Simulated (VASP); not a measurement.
Input for VASP

INCAR:
```
# general
SYSTEM   =  Mo
PREC     =  Accurate
ENCUT    =  400
LREAL    =  .FALSE.
LASPH    =  .TRUE.

# electronic loop
EDIFF    =  1E-7
NELM     =  100
ALGO     =  Normal
LMAXMIX  =  4

# smearing
ISMEAR   =  -5

# functional
GGA      =  PS

# ions
ISIF     =  2

# output
LWAVE    =  .FALSE.
LCHARG   =  .TRUE.
LORBIT   =  11
NEDOS    =  601
```

### POSCAR
```
Mo
1
   -1.5650523707     1.5650523707     1.5650523707
    1.5650523707    -1.5650523707     1.5650523707
    1.5650523707     1.5650523707    -1.5650523707
Mo
1
Direct
  0.0000000000   0.0000000000   0.0000000000
```

**KPOINTS**
```
Automatic mesh
0
Gamma
18 18 18
0 0 0
```

POTCAR, in this order: Mo_sv (PBE.64 set). Program: vasp_std.

Problem. Translate this PBEsol calculation to Quantum ESPRESSO's pw.x.

Solution. One equivalent input (not run):
```
&CONTROL
  calculation = 'scf'
  pseudo_dir = './pseudo'
  outdir = './out'
  tprnfor = .true.
  tstress = .true.
/
&SYSTEM
  ibrav = 0
  nat = 1
  ntyp = 1
  ecutwfc = 80
  occupations = 'tetrahedra'
  input_dft = 'pbesol'
/
&ELECTRONS
  conv_thr = 7.3e-09
  electron_maxstep = 100
/
ATOMIC_SPECIES
  Mo 95.950 Mo.upf
CELL_PARAMETERS angstrom
    -1.5650524    1.5650524    1.5650524
     1.5650524   -1.5650524    1.5650524
     1.5650524    1.5650524   -1.5650524
ATOMIC_POSITIONS crystal
  Mo   0.0000000  0.0000000  0.0000000
K_POINTS automatic
  18 18 18 0 0 0
```
The two are equivalent in intent, not identical: the potentials are each code's own (VASP's PAW set, PseudoDojo norm-conserving files in pw.x), so ENCUT and ecutwfc are chosen apart and not converted; conv_thr bounds pw.x's estimated SCF error, while EDIFF bounds the energy change between steps.

The compound is Mo in the bcc structure. It was relaxed first.
